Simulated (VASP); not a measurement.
SiSe:

```
CELL_PARAMETERS angstrom
3.59520 0.00000 0.00000
-1.79760 3.11353 0.00000
0.00000 0.00000 3.59873
ATOMIC_POSITIONS crystal
Si 0.66667 0.33333 0.50000
Se 0.00000 0.00000 0.00000
```

The cell was built by a generator and needn't be a form met in nature.

```yaml
Program: VASP 6.6.1
Task: relaxation of cell and atoms
Functional: RPBE
Potentials_or_basis: VASP PAW PBE potentials, release 64 (Si, Se)
Cutoff: 600 eV
k_mesh: 9 × 9 × 7
Occupations: fermi-dirac, width 0.05 eV
Spin: no spin polarisation
```

At the start: pressure 1.7 GPa; volume 20.14 Å³/atom.

Where does the relaxation end?

Over 5 steps the energy falls by 3.2 meV/atom and the volume is 20.77 Å³/atom (+3.1 %); space group P-6m2 (No. 187, to 0.05 Å).

Step by step:
```tsv
step	energy change (eV)	largest force (eV/Å)	pressure (GPa)	volume (Å³)
1	0.0000	0.0000	1.66	40.28
2	-0.0061	0.0000	-0.04	41.51
3	-0.0062	0.0000	0.05	41.43
4	-0.0063	0.0000	0.02	41.49
5	-0.0064	0.0000	0.00	41.54
```

Final structure:
```xyz
2
Lattice="3.6321 0.0000 0.0000 -1.8160 3.1455 0.0000 0.0000 0.0000 3.6364" Properties=species:S:1:pos:R:3 pbc="T T T"
Si    1.8160    1.0485    1.8182
Se   -1.8160    3.1455    0.0000
```

Caveat: the PAW data sets were made with another functional, which shifts forces and pressure a little.
